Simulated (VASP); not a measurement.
Runs of VASP 6.6.1 on CrAs3. It takes space group Pm-3m (No. 221, cubic). Conventional cell: a = 4.421 Å, b = 4.421 Å, c = 4.421 Å, α = 90.00°, β = 90.00°, γ = 90.00°. Cr (site symmetry m-3m) is surrounded by 12 As at 3.13 Å. Around As (site symmetry 4/mmm) lie 4 Cr at 3.13 Å and 8 As at 3.13 Å. The cell was built by a generator and needn't be a form met in nature.

```tsv
task	level	spin	U	cell	k mesh	cutoff (eV)	smearing	LDAUTYPE	hund's J	gap on the mesh (eV)	pressure (GPa)	moment (μB)
single point	PBE	collinear, ferromagnetic start	-	as given	6 × 6 × 6	520	fermi-dirac 0.05 eV	-	-	none	-9.7	3.71
relaxation of the atoms	RPBE	collinear, ferromagnetic start	-	atoms relaxed	6 × 6 × 6	520	gaussian 0.05 eV	-	-	none	-8.0	(b)
relaxation of cell and atoms	PBE	collinear, ferromagnetic start	-	relaxed	6 × 6 × 6	600	gaussian 0.05 eV	-	-	none	-0.1	0.31
band structure	PBEsol+U	collinear, ferromagnetic start, SOC	Cr d U = 7 eV, J = 1.0 eV	as given	5 × 5 × 5	520	gaussian 0.05 eV	1	1	-	-	(a)
```

Alike in all rows: potentials or basis VASP PAW PBE potentials, release 64 (Cr_pv, As).

Problem. Fill in the values left out.

Solution. (a) 4.04; (b) 3.79.

Caveats: a cell with one magnetic atom can't hold antiferromagnetic order, which such compounds often take (some runs); the PAW data sets were made with another functional, which shifts forces and pressure a little (some runs); the relaxation stopped at its first step, so nothing moved (some runs); the U is typed as a test and isn't derived for this compound (some runs).

A k mesh can miss the band edges, and rows without SOC leave out spin-orbit coupling on As.

A gap of «none» marks a metal or a gap under the smearing width.
